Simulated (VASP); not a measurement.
# Band edges against the vacuum: BP(110)

Where do the bulk band edges lie against the vacuum outside BP(110)?

Calculated with VASP 6.6.1; r2SCAN; plane waves and PAW (B, P).

## (1) The structure

It takes space group F-43m (No. 216, cubic). Conventional cell: a = 4.540 Å, b = 4.540 Å, c = 4.540 Å, α = 90.00°, β = 90.00°, γ = 90.00°. Nearest to B lie 4 P at 1.97 Å. Nearest to P lie 4 B at 1.97 Å. Farther neighbours are not listed.

As a file:

```cif
data_structure
_symmetry_space_group_name_H-M 'P 1'
_symmetry_Int_Tables_number 1
_cell_length_a 3.2103
_cell_length_b 3.2103
_cell_length_c 3.2103
_cell_angle_alpha 60.000
_cell_angle_beta 60.000
_cell_angle_gamma 60.000
_cell_volume 23.39
loop_
_atom_site_label
_atom_site_type_symbol
_atom_site_fract_x
_atom_site_fract_y
_atom_site_fract_z
_atom_site_occupancy
B1 B 0.00000 0.00000 0.00000 1
P2 P 0.25000 0.25000 0.25000 1
```

## (2) Relaxing the bulk crystal

The later steps need the crystal at this functional's own lattice; a raised cutoff keeps the stress reliable while the cell changes.

INCAR

```
SYSTEM = BP
PREC = Accurate
ENCUT = 420
EDIFF = 1E-06
NELM = 120
ISMEAR = 0
SIGMA = 0.03
LREAL = .FALSE.
ALGO = Normal
METAGGA = R2SCAN
LASPH = .TRUE.
NBANDS = 10
LORBIT = 11
LWAVE = .FALSE.
LCHARG = .FALSE.
KPAR = 4
IBRION = 2
NSW = 40
ISIF = 3
EDIFFG = -0.02
POTIM = 0.4
```

POSCAR

```
BP
1.0
    0.0000000000      2.2700000000      2.2700000000
    2.2700000000      0.0000000000      2.2700000000
    2.2700000000      2.2700000000      0.0000000000
B P
1 1
Direct
    0.0000000000      0.0000000000      0.0000000000
    0.2500000000      0.2500000000      0.2500000000
```

KPOINTS

```
Automatic mesh
0
Gamma
7 7 7
0 0 0
```

PAW data sets: B and P (PBE family, release 64).

The run is started by

```sh
> mpirun -np 4 vasp_std
```

The log of the run:

```text
[banner, memory and clock lines left out]
running    4 mpi-ranks, on    1 nodes
 distrk:  each k-point on    1 cores,    4 groups
 distr:  one band on    1 cores,    1 groups

 POSCAR found type information on POSCAR B P
 POSCAR found :  2 types and       2 ions
|                                                                             |
|               ----> ADVICE to this user running VASP <----                  |
|                                                                             |
|     You enforced a specific xc type in the INCAR file but a different       |
|     [... a line on the potential file left out ...]
|     I HOPE YOU KNOW WHAT YOU ARE DOING!                                     |
|                                                                             |

 LDA part: xc-table for (None), standard interpolation
 POSCAR, INCAR and KPOINTS ok, starting setup
 FFT: planning ... GRIDC
 FFT: planning ... GRID_SOFT
 FFT: planning ... GRID
 WAVECAR not read
 entering main loop
       N       E                     dE             d eps       ncg     rms          rms(c)
DAV:   1     0.973624014095E+00    0.97362E+00   -0.37121E+03   400   0.624E+02
DAV:   2    -0.186991121791E+02   -0.19673E+02   -0.18477E+02   562   0.103E+02
DAV:   3    -0.191653759753E+02   -0.46626E+00   -0.46557E+00   498   0.147E+01
DAV:   4    -0.191669026989E+02   -0.15267E-02   -0.15264E-02   488   0.916E-01
DAV:   5    -0.191669095361E+02   -0.68372E-05   -0.68370E-05   488   0.611E-02    0.791E+00
DAV:   6    -0.173539468931E+02    0.18130E+01   -0.10753E+00   478   0.576E+00    0.479E+00
DAV:   7    -0.173068657187E+02    0.47081E-01   -0.21891E-01   496   0.264E+00    0.141E+00
DAV:   8    -0.173038032826E+02    0.30624E-02   -0.18022E-02   494   0.101E+00    0.173E-01
DAV:   9    -0.173041093990E+02   -0.30612E-03   -0.62214E-04   470   0.201E-01    0.703E-02
DAV:  10    -0.173041824064E+02   -0.73007E-04   -0.74922E-05   472   0.723E-02    0.218E-02
DAV:  11    -0.173041830025E+02   -0.59611E-06   -0.41176E-06   520   0.153E-02
   1 F= -.17304183E+02 E0= -.17304183E+02  d E =-.173042E+02
 curvature:   0.00 expect dE= 0.000E+00 dE for cont linesearch  0.000E+00
 trial: gam= 0.00000 g(F)=  0.103E-46 g(S)=  0.750E-03 ort = 0.000E+00 (trialstep = 0.100E+01)
 search vector abs. value=  0.750E-03
 bond charge predicted
       N       E                     dE             d eps       ncg     rms          rms(c)
DAV:   1    -0.173045601543E+02   -0.37775E-03   -0.11102E-02   460   0.685E-01    0.151E-01
DAV:   2    -0.173044611127E+02    0.99042E-04   -0.50267E-04   454   0.140E-01    0.869E-02
DAV:   3    -0.173044108659E+02    0.50247E-04   -0.15481E-04   444   0.680E-02    0.322E-02
DAV:   4    -0.173044105124E+02    0.35346E-06   -0.33481E-06   476   0.126E-02
   2 F= -.17304411E+02 E0= -.17304411E+02  d E =-.227510E-03
 trial-energy change:   -0.000228  1 .order   -0.000230   -0.000750    0.000290
 step:   0.7211(harm=  0.7211)  dis= 0.00000  next Energy=   -17.304454 (dE=-0.271E-03)
 bond charge predicted
       N       E                     dE             d eps       ncg     rms          rms(c)
DAV:   1    -0.173044695689E+02   -0.58703E-04   -0.90253E-04   454   0.196E-01    0.518E-02
DAV:   2    -0.173044617160E+02    0.78528E-05   -0.39533E-05   448   0.392E-02    0.300E-02
DAV:   3    -0.173044572813E+02    0.44347E-05   -0.12436E-05   444   0.190E-02    0.721E-03
DAV:   4    -0.173044567785E+02    0.50278E-06   -0.30262E-07   208   0.361E-03
   3 F= -.17304457E+02 E0= -.17304457E+02  d E =-.273776E-03
 curvature:  -0.36 expect dE=-0.199E-06 dE for cont linesearch -0.199E-06
 trial: gam= 0.00000 g(F)=  0.165E-48 g(S)=  0.552E-06 ort =-0.203E-04 (trialstep = 0.944E+00)
 search vector abs. value=  0.552E-06
 reached required accuracy - stopping structural energy minimisation
```

The job ended after 9.6 s (4 MPI ranks of AMD EPYC 9R45, shared host; peak memory 0.45 GiB).

Lines that name or quote the potential files are left out of all logs, and their timing lines are given in words.

OUTCAR, selected parts (step 2):

```text
ion  position               nearest neighbor table
   1  0.000  0.000  0.000-   2 1.97   2 1.97   2 1.97   2 1.97
   2  0.250  0.250  0.250-   1 1.97   1 1.97   1 1.97   1 1.97

  LATTYP: Found a face centered cubic cell.
 ALAT       =     4.5400000000

 Subroutine GETGRP returns: Found 24 space group operations
 (whereof 24 operations were pure point group operations)

The static configuration has the point symmetry T_d .

 Found     20 irreducible k-points:

   k-points           NKPTS =     20   k-points in BZ     NKDIM =     20   number of bands    NBANDS=     10

   dimension x,y,z NGX =    24 NGY =   24 NGZ =   24
   dimension x,y,z NGXF=    48 NGYF=   48 NGZF=   48

   ENCUT  =  420.0 eV  30.87 Ry    5.56 a.u.   5.36  5.36  5.36*2*pi/ulx,y,z

   NELECT =       8.0000    total number of electrons

 k-points in reciprocal lattice and weights: Automatic mesh
   0.00000000  0.00000000  0.00000000       0.003
   0.14285714  0.00000000  0.00000000       0.023
   0.28571429  0.00000000  0.00000000       0.023
   0.42857143  0.00000000  0.00000000       0.023
   0.14285714  0.14285714  0.00000000       0.017
   0.28571429  0.14285714  0.00000000       0.070
   0.42857143  0.14285714  0.00000000       0.070
  -0.42857143  0.14285714  0.00000000       0.070
  -0.28571429  0.14285714  0.00000000       0.070
[...]
-0.42857143  0.42857143  0.14285714       0.070
  -0.28571429  0.42857143  0.14285714       0.070

 average (electrostatic) potential at core
       1 -26.0236       2 -84.2736

 E-fermi :   7.5949

 k-point     1 :       0.0000    0.0000    0.0000
  band No.  band energies     occupation
      1      -8.8597      2.00000
      2       7.4322      2.00000
      3       7.4322      2.00000
      4       7.4322      2.00000
      5      11.0764      0.00000
      6      11.0764      0.00000
      7      11.0764      0.00000
      8      15.4983      0.00000
      9      19.8620      0.00000
    ...

 k-point     2 :       0.1429    0.0000    0.0000
  band No.  band energies     occupation
      1      -8.4734      2.00000
      2       5.0391      2.00000
      3       6.8710      2.00000
      4       6.8710      2.00000
      5      11.7473      0.00000
      6      11.8533      0.00000
      7      11.8533      0.00000
      8      16.5340      0.00000
      9      19.0472      0.00000
    ...

 k-point     3 :       0.2857    0.0000    0.0000
  band No.  band energies     occupation
      1      -7.3512      2.00000
      2       1.4439      2.00000
      3       6.0686      2.00000
      4       6.0686      2.00000
      5      11.7671      0.00000
      6      12.6118      0.00000
      7      12.6118      0.00000
      8      18.1547      0.00000
      9      19.2753      0.00000
    ...

  Total        0.0030868      0.0030868      0.0030868      0.0000000      0.0000000     -0.0000000
  in kB        0.2124082      0.2124082      0.2124082      0.0000000      0.0000000     -0.0000000
  external PRESSURE =       0.2124082 kB  Pullay stress =       0.0000000 kB

  energy-cutoff  :      420.00
  volume of cell :       23.28
      direct lattice vectors                 reciprocal lattice vectors
     0.000000000  2.266403773  2.266403773    -0.220613823  0.220613823  0.220613823
     2.266403773  0.000000000  2.266403773     0.220613823 -0.220613823  0.220613823
     2.266403773  2.266403773  0.000000000     0.220613823  0.220613823 -0.220613823

 POSITION                                       TOTAL-FORCE (eV/Angst)
 -----------------------------------------------------------------------------------
      0.00000      0.00000      0.00000         0.000000     -0.000000     -0.000000
      1.13320      1.13320      1.13320         0.000000      0.000000      0.000000
 -----------------------------------------------------------------------------------
    total drift:                                0.000000      0.000000      0.000000

  FREE ENERGIE OF THE ION-ELECTRON SYSTEM (eV)
  ---------------------------------------------------
  free  energy   TOTEN  =       -17.3044567785 eV

  energy  without entropy=      -17.3044567785  energy(sigma->0) =      -17.30445678

 reached required accuracy - stopping structural energy minimisation

 total charge
# of ion       s       p       d       tot
------------------------------------------
    1        0.679   1.274   0.000   1.953
    2        0.985   1.590   0.000   2.576
--------------------------------------------------
tot          1.664   2.865   0.000   4.529

[... 3 further parts left out ...]
```

CONTCAR:

```
BP
   1.00000000000000
     0.0000000000000000    2.2664037725973043    2.2664037725973043
     2.2664037725973043    0.0000000000000000    2.2664037725973043
     2.2664037725973043    2.2664037725973043    0.0000000000000000
  B               P
     1     1
Direct
     0.0000000000000000    0.0000000000000000    0.0000000000000000
     0.2500000000000000    0.2500000000000000    0.2500000000000000
```

The PAW data sets were made with PBE, which is usual practice but a small mismatch for other functionals. The run keeps the 24 symmetry operations of its start, so it cannot find a distortion of lower symmetry.

Step by step:

```tsv
step	energy less that of the first step (eV)	largest force (eV/Å)	pressure (GPa)	volume (Å³)
1	0.0000	0.0000	-0.78	23.39
2	-0.0002	0.0000	0.30	23.24
3	-0.0003	0.0000	0.02	23.28
```

```tsv
conventional cell, symmetrised	before	after	change
a (Å)	4.540	4.533	-0.2 %
b (Å)	4.540	4.533	-0.2 %
c (Å)	4.540	4.533	-0.2 %
volume (Å³/atom)	11.70	11.64	-0.5 %
```

The relaxed structure:

```cif
data_structure
_symmetry_space_group_name_H-M 'P 1'
_symmetry_Int_Tables_number 1
_cell_length_a 3.2052
_cell_length_b 3.2052
_cell_length_c 3.2052
_cell_angle_alpha 60.000
_cell_angle_beta 60.000
_cell_angle_gamma 60.000
_cell_volume 23.28
loop_
_atom_site_label
_atom_site_type_symbol
_atom_site_fract_x
_atom_site_fract_y
_atom_site_fract_z
_atom_site_occupancy
B1 B 0.00000 0.00000 0.00000 1
P2 P 0.25000 0.25000 0.25000 1
```

Numbers from this step:

```
electronic cycles   : 19
electrons           : 8
free energy (TOTEN) : -17.30 eV
Fermi energy        : 7.595 eV
```

The run ended after 3 ionic steps, 0.000 eV below its first step, once forces and stress met EDIFFG = -0.02.

## (3) Band edges of the bulk

A static bulk run at the slab's cutoff gives the band edges and the core potentials that tie them to the slab.

INCAR

```
SYSTEM = BP
PREC = Normal
ENCUT = 360
EDIFF = 1E-06
NELM = 120
ISMEAR = 0
SIGMA = 0.03
LREAL = .FALSE.
ALGO = Normal
METAGGA = R2SCAN
LASPH = .TRUE.
NBANDS = 10
LORBIT = 11
LWAVE = .FALSE.
LCHARG = .FALSE.
KPAR = 4
```

POSCAR

```
BP
1.0
    0.0000000000      2.2664037726      2.2664037726
    2.2664037726      0.0000000000      2.2664037726
    2.2664037726      2.2664037726      0.0000000000
B P
1 1
Direct
    0.0000000000      0.0000000000      0.0000000000
    0.2500000000      0.2500000000      0.2500000000
```

KPOINTS

```
Automatic mesh
0
Gamma
17 17 17
0 0 0
```

The run is started by

```sh
> mpirun -np 4 vasp_std
```

The log of the run:

```text
[banner, memory and clock lines left out]
running    4 mpi-ranks, on    1 nodes
 distrk:  each k-point on    1 cores,    4 groups
 distr:  one band on    1 cores,    1 groups

 POSCAR found type information on POSCAR B P
 POSCAR found :  2 types and       2 ions
 [... a notice as in an earlier step ...]

 LDA part: xc-table for (None), standard interpolation
 POSCAR, INCAR and KPOINTS ok, starting setup
 FFT: planning ... GRIDC
 FFT: planning ... GRID_SOFT
 FFT: planning ... GRID
 WAVECAR not read
 entering main loop
       N       E                     dE             d eps       ncg     rms          rms(c)
DAV:   1    -0.561678352782E+00   -0.56168E+00   -0.33432E+03  3340   0.555E+02
DAV:   2    -0.187831070521E+02   -0.18221E+02   -0.17460E+02  4804   0.949E+01
DAV:   3    -0.191762372127E+02   -0.39313E+00   -0.39236E+00  4056   0.130E+01
DAV:   4    -0.191776389643E+02   -0.14018E-02   -0.14016E-02  4026   0.893E-01
DAV:   5    -0.191776451400E+02   -0.61757E-05   -0.61756E-05  4016   0.552E-02    0.795E+00
DAV:   6    -0.173597374903E+02    0.18179E+01   -0.10767E+00  3898   0.566E+00    0.482E+00
DAV:   7    -0.173120880295E+02    0.47649E-01   -0.22055E-01  4110   0.263E+00    0.142E+00
DAV:   8    -0.173090385752E+02    0.30495E-02   -0.17705E-02  4136   0.969E-01    0.177E-01
DAV:   9    -0.173093404603E+02   -0.30189E-03   -0.64554E-04  3856   0.198E-01    0.715E-02
DAV:  10    -0.173094070264E+02   -0.66566E-04   -0.74600E-05  3834   0.691E-02    0.219E-02
DAV:  11    -0.173094071860E+02   -0.15961E-06   -0.39551E-06  4288   0.140E-02
   1 F= -.17309407E+02 E0= -.17309407E+02  d E =-.388950E-13
```

Elapsed: 8.4 s, on 4 MPI ranks; peak memory 0.43 GiB.

From OUTCAR (step 3):

```text
  LATTYP: Found a face centered cubic cell.
 ALAT       =     4.5328075452

The static configuration has the point symmetry T_d .

 Found    165 irreducible k-points:

   k-points           NKPTS =    165   k-points in BZ     NKDIM =    165   number of bands    NBANDS=     10

   dimension x,y,z NGX =    16 NGY =   16 NGZ =   16
   dimension x,y,z NGXF=    32 NGYF=   32 NGZF=   32

   ENCUT  =  360.0 eV  26.46 Ry    5.14 a.u.   4.96  4.96  4.96*2*pi/ulx,y,z

   NELECT =       8.0000    total number of electrons

 E-fermi :   7.5626

 k-point     1 :       0.0000    0.0000    0.0000
  band No.  band energies     occupation
      1      -8.8616      2.00000
      2       7.4305      2.00000
      3       7.4305      2.00000
      4       7.4305      2.00000
      5      11.0753      0.00000
      6      11.0753      0.00000
      7      11.0753      0.00000
      8      15.4955      0.00000
      9      19.8620      0.00000
    ...

 k-point     2 :       0.0588    0.0000    0.0000
  band No.  band energies     occupation
      1      -8.7958      2.00000
      2       6.8816      2.00000
      3       7.3113      2.00000
      4       7.3113      2.00000
      5      11.2407      0.00000
      6      11.2407      0.00000
      7      11.3148      0.00000
      8      15.6862      0.00000
      9      19.8004      0.00000
    ...

  Total       -0.0221828     -0.0221828     -0.0221828     -0.0000000     -0.0000000      0.0000000
  in kB       -1.5264554     -1.5264554     -1.5264554     -0.0000000     -0.0000000      0.0000000
  external PRESSURE =      -1.5264554 kB  Pullay stress =       0.0000000 kB

  energy-cutoff  :      360.00
  volume of cell :       23.28
      direct lattice vectors                 reciprocal lattice vectors
     0.000000000  2.266403773  2.266403773    -0.220613823  0.220613823  0.220613823
     2.266403773  0.000000000  2.266403773     0.220613823 -0.220613823  0.220613823
     2.266403773  2.266403773  0.000000000     0.220613823  0.220613823 -0.220613823

 POSITION                                       TOTAL-FORCE (eV/Angst)
 -----------------------------------------------------------------------------------
      0.00000      0.00000      0.00000        -0.000000     -0.000000     -0.000000
      1.13320      1.13320      1.13320         0.000000      0.000000      0.000000
 -----------------------------------------------------------------------------------
    total drift:                                0.000006      0.000006      0.000006

  FREE ENERGIE OF THE ION-ELECTRON SYSTEM (eV)
  ---------------------------------------------------
  free  energy   TOTEN  =       -17.3094071860 eV

  energy  without entropy=      -17.3094071860  energy(sigma->0) =      -17.30940719

 total charge
# of ion       s       p       d       tot
------------------------------------------
    1        0.681   1.275   0.000   1.957
    2        0.986   1.589   0.000   2.575
--------------------------------------------------
tot          1.667   2.864   0.000   4.532

[... 1 part as in an earlier step ...]

[... 7 further parts left out ...]
```

The gap is read on the k-mesh alone, so it is an upper bound where the band edges lie off the mesh.

Numbers from this step:

- electronic cycles: 11
- free energy (TOTEN): -17.31 eV
- Fermi energy: 7.563 eV
- metallic: no
- gap on the k-mesh: 1.438 eV
- least direct gap on the k-mesh: 3.645 eV

(Part 1 of 3 ends here.)

[Lines on the potential files, build, host, timing and source positions are cut from VASP's logs without a mark.]

[Logs are printed without paths, hosts, clocks, repeated set-up lines and the standing remarks that a program may print on its own settings, such as how far it seeks lower states.]

[Hosts, paths, dates, database ids (printed as entryN), source tags and the programs' standing remarks are cut or masked in the printed files.]

[Runs that stopped without an error message from VASP are left out.]
